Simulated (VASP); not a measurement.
OSZICAR of a VASP run on Pt3Ti (L1_2):

### OSZICAR
```
       N       E                     dE             d eps       ncg     rms          rms(c)
DAV:   1     0.331577559697E+03    0.33158E+03   -0.18005E+04  1000   0.148E+03
DAV:   2    -0.448888271800E+01   -0.33607E+03   -0.32935E+03  1082   0.396E+02
DAV:   3    -0.321018617243E+02   -0.27613E+02   -0.26300E+02  1495   0.997E+01
DAV:   4    -0.328528097902E+02   -0.75095E+00   -0.74790E+00  1175   0.175E+01
DAV:   5    -0.328789674553E+02   -0.26158E-01   -0.26136E-01  1443   0.312E+00    0.189E+01
DAV:   6    -0.312491074381E+02    0.16299E+01   -0.27904E+01  1423   0.342E+01    0.161E+01
DAV:   7    -0.303795285829E+02    0.86958E+00   -0.38386E+01  1473   0.356E+01    0.923E+00
DAV:   8    -0.296594326123E+02    0.72010E+00   -0.16945E+00  1421   0.937E+00    0.461E+00
DAV:   9    -0.295202343523E+02    0.13920E+00   -0.22349E+00  1513   0.783E+00    0.228E+00
DAV:  10    -0.294744176212E+02    0.45817E-01   -0.27138E-01  1448   0.348E+00    0.424E-01
DAV:  11    -0.294773031487E+02   -0.28855E-02   -0.53246E-03  1339   0.509E-01    0.546E-01
DAV:  12    -0.294743358443E+02    0.29673E-02   -0.20880E-02  1533   0.824E-01    0.889E-02
DAV:  13    -0.294742831069E+02    0.52737E-04   -0.41127E-04  1289   0.141E-01    0.245E-02
DAV:  14    -0.294742848373E+02   -0.17304E-05   -0.14768E-05  1289   0.275E-02    0.231E-02
DAV:  15    -0.294742805093E+02    0.43280E-05   -0.32054E-05  1473   0.355E-02    0.242E-03
DAV:  16    -0.294742807301E+02   -0.22077E-06   -0.32702E-07   593   0.477E-03
   1 F= -.29474281E+02 E0= -.29474715E+02  d E =0.130234E-02
```

Which electronic solver shows in the log?

It is blocked Davidson (ALGO = Normal, or the opening steps of other solvers). The INCAR had ALGO = Normal.

Can the final energy be trusted as converged?

Self-consistency was reached. It stopped with EDIFF = 1E-6, NELM = 100 (PBE GGA, plane waves, VASP's PBE PAW potentials (set 64)).

The compound is Pt3Ti in the L1_2 structure. The cell was not relaxed at this level. The run is one of a series of settings (LASPH = .FALSE. against the base run), some of them coarse on purpose.
